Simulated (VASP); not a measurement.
# Tb3Ag (Pm-3m) in VASP: reference runs

Aim: a first look at Tb3Ag with PBE, on the cell as given and on a disturbed one.

All numbers are computed with VASP 6.6.1; they aren't measurements. Logs are shortened: lines on timing, memory, paths and dates and some standing lists are left out, and cuts for length are marked.

**1. The structure**

It takes space group Pm-3m (No. 221, cubic). Conventional cell: a = 4.800 Å, b = 4.800 Å, c = 4.800 Å, α = 90.00°, β = 90.00°, γ = 90.00°. Tb (site symmetry 4/mmm) is surrounded by 8 Tb at 3.39 Å and 4 Ag at 3.39 Å. Around Ag (site symmetry m-3m) lie 12 Tb at 3.39 Å.

The cell comes from a database or a generator and needn't be the stable form of this composition.

**2. Single point, PBE, collinear spin, ferromagnetic start**

INCAR

```
SYSTEM = Tb3Ag
ALGO = Normal
EDIFF = 1E-7
ENCUT = 520
GGA = PE
ISIF = 2
ISMEAR = -1
ISPIN = 2
LASPH = .True.
LCHARG = .False.
LMAXMIX = 6
LORBIT = 11
LREAL = .False.
LWAVE = .False.
MAGMOM = 6 6 6 0
NBANDS = 46
NELM = 150
PREC = Accurate
SIGMA = 0.05
```

KPOINTS

```
k-points
0
Gamma
  6 6 6
  0 0 0
```

POSCAR

```
Tb3Ag
1.0
    4.8002650000      0.0000000000      0.0000000000
    0.0000000000      4.8002650000      0.0000000000
    0.0000000000      0.0000000000      4.8002650000
Tb Ag
3 1
Direct
    0.5000000000      0.5000000000      0.0000000000
    0.5000000000      0.0000000000      0.5000000000
    0.0000000000      0.5000000000      0.5000000000
    0.0000000000      0.0000000000      0.0000000000
```

Potentials or basis: VASP PAW PBE potentials, release 64 (Tb, Ag).

Run with:

```console
$ cat potpaw_PBE.64/Tb/POTCAR potpaw_PBE.64/Ag/POTCAR > POTCAR
$ mpirun -np 1 vasp_std > vasp.out
```

OUTCAR:

```text
SYSTEM = Tb3Ag
   EDIFF = 1E-7
   ENCUT = 520
   GGA = PE
   ISIF = 2
   ISMEAR = -1
   ISPIN = 2
   LASPH = .True.
   LORBIT = 11
   LREAL = .False.
   NELM = 150
   PREC = Accurate

 ion  position               nearest neighbor table
   1  0.500  0.500  0.000-   2 3.39   3 3.39   4 3.39   2 3.39   3 3.39   2 3.39   4 3.39   2 3.39
                             3 3.39   4 3.39   3 3.39   4 3.39
   2  0.500  0.000  0.500-   1 3.39   3 3.39   4 3.39   1 3.39   4 3.39   1 3.39   3 3.39   1 3.39
                             3 3.39   4 3.39   4 3.39   3 3.39
   3  0.000  0.500  0.500-   1 3.39   2 3.39   4 3.39   1 3.39   4 3.39   2 3.39   4 3.39   4 3.39
                             1 3.39   2 3.39   1 3.39   2 3.39
   4  0.000  0.000  0.000-   1 3.39   2 3.39   3 3.39   2 3.39   3 3.39   1 3.39   3 3.39   3 3.39
                             1 3.39   2 3.39   2 3.39   1 3.39

  LATTYP: Found a simple cubic cell.
 ALAT       =     4.8002650000

  Lattice vectors:

 A1 = (   4.8002650000,   0.0000000000,   0.0000000000)
 A2 = (   0.0000000000,   4.8002650000,   0.0000000000)
 A3 = (   0.0000000000,   0.0000000000,   4.8002650000)

Analysis of symmetry for initial positions (statically):
=====================================================================
 Subroutine PRICEL returns:
 Original cell was already a primitive cell.

 Routine SETGRP: Setting up the symmetry group for a
 simple cubic supercell.

 Subroutine GETGRP returns: Found 48 space group operations
 (whereof 48 operations were pure point group operations)
 out of a pool of 48 trial point group operations.

The static configuration has the point symmetry O_h .

Analysis of symmetry for dynamics (positions and initial velocities):
=====================================================================
 Subroutine PRICEL returns:
 Original cell was already a primitive cell.

 Routine SETGRP: Setting up the symmetry group for a
 simple cubic supercell.

 Subroutine GETGRP returns: Found 48 space group operations
 (whereof 48 operations were pure point group operations)
 out of a pool of 48 trial point group operations.

The dynamic configuration has the point symmetry O_h .

Analysis of structural, dynamic, and magnetic symmetry:
=====================================================================
 Subroutine PRICEL returns:
 Original cell was already a primitive cell.

 Routine SETGRP: Setting up the symmetry group for a
 simple cubic supercell.

 Subroutine GETGRP returns: Found 48 space group operations
 (whereof 48 operations were pure point group operations)
 out of a pool of 48 trial point group operations.

The overall configuration has the point symmetry O_h .

 Subroutine INISYM returns: Found 48 space group operations
 (whereof 48 operations are pure point group operations),
 and found     1 'primitive' translations

----------------------------------------------------------------------------------------

                                     Primitive cell

  volume of cell :     110.6103

  direct lattice vectors                    reciprocal lattice vectors
     4.800265000  0.000000000  0.000000000     0.208321832  0.000000000  0.000000000
     0.000000000  4.800265000  0.000000000     0.000000000  0.208321832  0.000000000
     0.000000000  0.000000000  4.800265000     0.000000000  0.000000000  0.208321832

  length of vectors
     4.800265000  4.800265000  4.800265000     0.208321832  0.208321832  0.208321832

  position of ions in fractional coordinates (direct lattice)
     0.500000000  0.500000000  0.000000000
     0.500000000  0.000000000  0.500000000
     0.000000000  0.500000000  0.500000000
     0.000000000  0.000000000  0.000000000

  ion indices of the primitive-cell ions
   primitive index   ion index
                 1           1
                 2           2
                 3           3
                 4           4

----------------------------------------------------------------------------------------

 KPOINTS: k-points

Automatic generation of k-mesh.
[... 23 lines left out ...]
  0.000000  0.000000  0.000000      1.000000
  0.166667  0.000000  0.000000      6.000000
  0.333333  0.000000  0.000000      6.000000
  0.500000  0.000000  0.000000      3.000000
  0.166667  0.166667  0.000000     12.000000
  0.333333  0.166667  0.000000     24.000000
[... 12 lines left out ...]
  0.500000  0.500000  0.333333      6.000000
  0.500000  0.500000  0.500000      1.000000
   k-points           NKPTS =     20   k-points in BZ     NKDIM =     20   number of bands    NBANDS=     46
   number of dos      NEDOS =    301   number of ions     NIONS =      4
   total plane-waves  NPLWV =  46656
   dimension x,y,z NGX =    36 NGY =   36 NGZ =   36
   dimension x,y,z NGXF=    72 NGYF=   72 NGZF=   72
   ions per type =               3   1
   NGX,Y,Z   is equivalent  to a cutoff of  12.47, 12.47, 12.47 a.u.
   NGXF,Y,Z  is equivalent  to a cutoff of  24.94, 24.94, 24.94 a.u.
 SYSTEM =  Tb3Ag
   PREC   = accura    normal or accurate (medium, high low for compatibility)
   ISTART =      0    job   : 0-new  1-cont  2-samecut
   ICHARG =      2    charge: 1-file 2-atom 10-const
   ISPIN  =      2    spin polarized calculation?
   LNONCOLLINEAR =      F non collinear calculations
   LSORBIT =      F    spin-orbit coupling
   LASPH  =      T    aspherical Exc in radial PAW
   ENCUT  =  520.0 eV  38.22 Ry    6.18 a.u.   8.93  8.93  8.93*2*pi/ulx,y,z
   NELM   =    150;   NELMIN=  2; NELMDL= -5     # of ELM steps
   EDIFF  = 0.1E-06   stopping-criterion for ELM
   LREAL  =      F    real-space projection
   EDIFFG = 0.1E-05   stopping-criterion for IOM
   NSW    =      0    number of steps for IOM
   IBRION =     -1    ionic relax: 0-MD 1-quasi-New 2-CG
   NFREE  =      0    steps in history (QN), initial steepest desc. (CG)
   ISIF   =      2    stress and relaxation
   ISYM   =      2    0-nonsym 1-usesym 2-fastsym
   POTIM  = 0.5000    time-step for ionic-motion
   TEBEG  =    0.0;   TEEND  =   0.0 temperature during run
   PSTRESS=    0.0 pullay stress
   NELECT =      68.0000    total number of electrons
   NUPDOWN=      -1.0000    fix difference up-down
   EMIN   =  10.00;   EMAX   =-10.00  energy-range for DOS
   EFERMI =   0.00;   METHOD = LEGACY
   ISMEAR =    -1;   SIGMA  =   0.05  broadening in eV -4-tet -1-fermi 0-gaus
   EFERMI_NEDOS =   21; number of points for ismear=-14 and -15
   IALGO  =     38    algorithm
   IMIX   =      4    mixing-type and parameters
     AMIX     =   0.40;   BMIX     =  1.00
     AMIX_MAG =   1.60;   BMIX_MAG =  1.00
  volume/ion in A,a.u.               =      27.65       186.61
  Fermi-wavevector in a.u.,A,eV,Ry     =   1.392021  2.630539 26.364331  1.937724
  Thomas-Fermi vector in A             =   2.515804
   LORBIT       =     11    0 simple, 1 ext, 2 COOP (PROOUT), +10 PAW based schemes
   GGA     = PE    functional components
   LHFCALC =     F    Hartree Fock is set to
   AEXX    =    0.0000 exact exchange contribution
   IVDW    =     0    specifies the selected vdW correction
   LEPSILON=     F    determine dielectric tensor
   LRPA    =     F    only Hartree local field effects (RPA)
 spin polarized calculation
  energy-cutoff  :      520.00
  volume of cell :      110.61
 maximum number of plane-waves:      3016
 NGX is ok and might be reduce to    36
   NGX = 17   NGY = 17   NGZ = 17

 number of electron      67.9999950 magnetization      18.2755687

 Free energy of the ion-electron system (eV)
  ---------------------------------------------------
  ext. energy  EPLUGINS =         0.00000000
  ---------------------------------------------------
  free energy    TOTEN  =       -31.48991567 eV

  energy without entropy =      -31.34519723  energy(sigma->0) =      -31.41755645

 E-fermi :   3.8945     XC(G=0): -10.5165

 val. band max:        3.8940604332   @ k =   0.3333   0.0000   0.0000
 cond. band min:       3.8973105217   @ k =   0.3333   0.3333   0.1667
 fundamental gap:      0.0032500885
 Fermi energy:         3.8945220293

 spin component 1

 k-point     1 :       0.0000    0.0000    0.0000
  band No.  band energies     occupation
      1     -42.2962      1.00000
      2     -42.1821      1.00000
      3     -42.1821      1.00000
      4     -19.2778      1.00000
      5     -19.2778      1.00000
      6     -19.2778      1.00000
[... 969 lines left out ...]
     45       4.5838      0.00000
     46       5.4161      0.00000
 Fermi energy:         3.8945220293

 spin component 2

 k-point     1 :       0.0000    0.0000    0.0000
  band No.  band energies     occupation
      1     -39.6892      1.00000
      2     -39.5525      1.00000
      3     -39.5525      1.00000
      4     -17.4332      1.00000
      5     -17.4332      1.00000
      6     -17.4332      1.00000
[... 969 lines left out ...]
     45       5.1662      0.00000
     46       6.2568      0.00000

------------------------ aborting loop because EDIFF is reached ----------------------------------------

  FORCE on cell =-STRESS in cart. coord.  units (eV):
  Direction    XX          YY          ZZ          XY          YZ          ZX
  --------------------------------------------------------------------------------------
  -------------------------------------------------------------------------------------
  Total        0.3072202      0.3072202      0.3072202      0.0000000      0.0000000     -0.0000000
  in kB        4.4500485      4.4500485      4.4500485      0.0000000      0.0000000     -0.0000000
  external PRESSURE =       4.4500485 kB  Pullay stress =       0.0000000 kB

 VOLUME and BASIS-vectors are now :
 -----------------------------------------------------------------------------
  energy-cutoff  :      520.00
  volume of cell :      110.61
      direct lattice vectors                 reciprocal lattice vectors
     4.800265000  0.000000000  0.000000000     0.208321832  0.000000000  0.000000000
     0.000000000  4.800265000  0.000000000     0.000000000  0.208321832  0.000000000
     0.000000000  0.000000000  4.800265000     0.000000000  0.000000000  0.208321832

 POSITION                                       TOTAL-FORCE (eV/Angst)
 -----------------------------------------------------------------------------------
      2.40013      2.40013      0.00000         0.000000      0.000000      0.000000
      2.40013      0.00000      2.40013         0.000000      0.000000      0.000000
      0.00000      2.40013      2.40013         0.000000      0.000000      0.000000
      0.00000      0.00000      0.00000         0.000000      0.000000      0.000000
 -----------------------------------------------------------------------------------
    total drift:                                0.000000      0.000000      0.000000

  FREE ENERGIE OF THE ION-ELECTRON SYSTEM (eV)
  ---------------------------------------------------
  free  energy   TOTEN  =       -31.4899156713 eV

  energy  without entropy=      -31.3451972308  energy(sigma->0) =      -31.41755645

 total charge

# of ion       s       p       d       f       tot
--------------------------------------------------
    1        2.082   5.601   0.524   8.135  16.342
    2        2.082   5.601   0.524   8.135  16.342
    3        2.082   5.601   0.524   8.135  16.342
    4        0.508   0.287   9.041   0.000   9.836
--------------------------------------------------
tot          6.755  17.089  10.612  24.405  58.861

 magnetization (x)

# of ion       s       p       d       f       tot
--------------------------------------------------
    1        0.006  -0.045   0.141   5.656   5.758
    2        0.006  -0.045   0.141   5.656   5.758
    3        0.006  -0.045   0.141   5.656   5.758
    4       -0.018   0.015   0.018   0.000   0.016
--------------------------------------------------
tot         -0.000  -0.121   0.442  16.969  17.289
```

It took 15 min on 1 thread of Intel Xeon Platinum 8488C (Sapphire Rapids), shared host; peak memory 0.37 GiB.

What came out:

| Item | Value |
| --- | --- |
| Free energy | -31.4899 eV |
| Pressure | 0.4 GPa |
| Band gap on the k mesh | none (metal or under the smearing width) |
| Net moment | 18.28 μB per cell |
| Site moments | Tb +5.76; Ag +0.02 μB |
| Valence electrons inside the program's atomic spheres | Tb 16.34; Ag 9.84 |

Caveat: the magnetic or orbital state may not be the lowest; spin-orbit coupling is left out, which moves the levels of the heavy elements; without U or exact exchange the open f shell lies at the Fermi level, which spoils levels, moments and volumes.

**3. Single point, PBE, collinear spin, ferromagnetic start (atoms moved at random, drawn with an rms of 0.05 Å)**

INCAR

```
ALGO = Normal
EDIFF = 1E-7
ENCUT = 520
GGA = PE
ISIF = 2
ISMEAR = -1
ISPIN = 2
LASPH = T
LCHARG = T
LELF = T
LMAXMIX = 6
LORBIT = 11
LREAL = F
LVHAR = T
LWAVE = F
MAGMOM = 6 6 6 0
NBANDS = 46
NELM = 150
PREC = Accurate
SIGMA = 0.05
```

KPOINTS

```
k-points
0
Gamma
  6 6 6
```

POSCAR

```
Tb3Ag
1.0
    4.8002650000      0.0000000000      0.0000000000
    0.0000000000      4.8002650000      0.0000000000
    0.0000000000      0.0000000000      4.8002650000
Tb Ag
3 1
Direct
    0.5063520000      0.5068310000      0.0055220000
    0.4944240000     -0.0036410000      0.5037580000
   -0.0062760000      0.4966390000      0.5041820000
    0.0040120000     -0.0057340000     -0.0001010000
```

Potentials or basis: VASP PAW PBE potentials, release 64 (Tb, Ag).

Run with:

```console
$ cat potpaw_PBE.64/Tb/POTCAR potpaw_PBE.64/Ag/POTCAR > POTCAR
$ mpirun -np 1 vasp_std > vasp.out
```

Run time: 72 min. Hardware: 1 thread of Intel Xeon 6975P-C (Granite Rapids), shared host; peak memory 0.9 GiB.

It converged, with:

* Free energy: -31.4825 eV
* Pressure: 0.5 GPa
* Largest force: 0.195 eV/Å
* Band gap on the k mesh: none (metal or under the smearing width)
* Net moment: 18.28 μB per cell
* Site moments: Tb +5.76; Ag +0.02 μB
* Valence electrons inside the program's atomic spheres: Tb 16.34; Ag 9.84

Forces in eV/Å, atoms in the order of the input:
```
Tb  -0.104 -0.107 -0.052
Tb  -0.043  0.125  0.012
Tb   0.187 -0.055  0.009
Ag  -0.040  0.037  0.030
```

Levels at points of the mesh, in eV from the Fermi level:
Spin up:
```csv
k point,band 41,band 42,band 43,band 44,band 45,band 46
"(0.00, 0.00, 0.00)",-0.41,-0.41,-0.40,-0.35,-0.35,2.40
"(0.50, 0.00, 0.00)",-1.41,-0.24,-0.16,-0.16,1.09,1.50
"(0.00, 0.50, 0.00)",-1.41,-0.24,-0.16,-0.16,1.10,1.50
"(0.00, 0.00, 0.50)",-1.41,-0.25,-0.17,-0.16,1.11,1.50
"(0.50, 0.50, 0.00)",-1.94,-0.78,-0.37,0.30,0.34,0.34
"(0.00, 0.50, 0.50)",-1.94,-0.79,-0.36,0.30,0.35,0.35
"(0.50, 0.00, 0.50)",-1.94,-0.78,-0.36,0.30,0.35,0.35
"(0.50, 0.50, 0.50)",-1.35,-1.35,0.69,0.69,0.69,1.47
```
Spin down:
```csv
k point,band 21,band 22,band 23,band 24,band 25,band 26,band 27,band 28
"(0.00, 0.00, 0.00)",-0.05,-0.05,0.07,0.08,0.08,0.24,0.24,0.25
"(0.50, 0.00, 0.00)",-0.34,-0.27,-0.05,-0.03,-0.03,0.02,0.15,0.15
"(0.00, 0.50, 0.00)",-0.34,-0.27,-0.05,-0.04,-0.03,0.02,0.15,0.15
"(0.00, 0.00, 0.50)",-0.34,-0.27,-0.05,-0.04,-0.04,0.02,0.15,0.15
"(0.50, 0.50, 0.00)",-0.50,-0.42,-0.20,-0.20,-0.03,-0.03,0.04,0.20
"(0.00, 0.50, 0.50)",-0.50,-0.42,-0.20,-0.20,-0.03,-0.03,0.04,0.20
"(0.50, 0.00, 0.50)",-0.50,-0.42,-0.20,-0.20,-0.03,-0.03,0.04,0.20
"(0.50, 0.50, 0.50)",-0.70,-0.23,-0.23,-0.23,-0.01,0.00,0.00,0.00
```

Caveat: the magnetic or orbital state may not be the lowest; spin-orbit coupling is left out, which moves the levels of the heavy elements; without U or exact exchange the open f shell lies at the Fermi level, which spoils levels, moments and volumes.
